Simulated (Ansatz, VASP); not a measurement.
# Al3Sb2P in VASP and in Ansatz

```xyz
6
Lattice="3.7788 0.0000 0.0000 -1.8894 3.2725 0.0000 0.0000 0.0000 10.7115" Properties=species:S:1:pos:R:3 pbc="T T T"
Al    1.8894    1.0908    0.5434
Al    1.8894    1.0908    4.4099
Al    0.0000    0.0000    6.2310
Sb    0.0000    2.1817    8.0736
Sb    0.0000    2.1817    2.6603
P     0.0000    0.0000   10.2164
```

Change from the starting cell: species swapped into the Y2Ga3Ni type (P3m1, No. 156).

Alike in both runs: functional PBE; k mesh 6 × 6 × 2; occupations gaussian, width 0.1 eV; no spin polarisation.

Ansatz relaxed the structure, and its values are those at the end. VASP's run is a single point on that final structure, the one shown.

|  | VASP | Ansatz |
| --- | --- | --- |
| version | VASP 6.6.1 | Ansatz 0.2.0 |
| potentials or method | VASP PAW PBE potentials, release 64 (Al, Sb, P) | scalar-relativistic, plane waves, PAW |
| plane-wave cutoff (eV) | 520 | 420 |
| valence electrons in the cell | 24 | 44 |

VASP gave:

| Item | Value |
| --- | --- |
| gap on the k mesh at the Fermi level (eV) | none |
| pressure (GPa) | 0.0 |
| rms of the force components (eV/Å) | 0.010 |

Question: Estimate Ansatz's values.

Answer: gap on the k mesh at the Fermi level (eV): none; pressure (GPa): 0.0; rms of the force components (eV/Å): 0.012.

A gap of «none» marks a metal or a gap that the smearing closes. The functional is the same, so the differences come from potentials, cutoffs and numerics. The two sets of potentials don't hold the same shells in valence.

Spin-orbit coupling is left out, which matters for the levels of Sb.
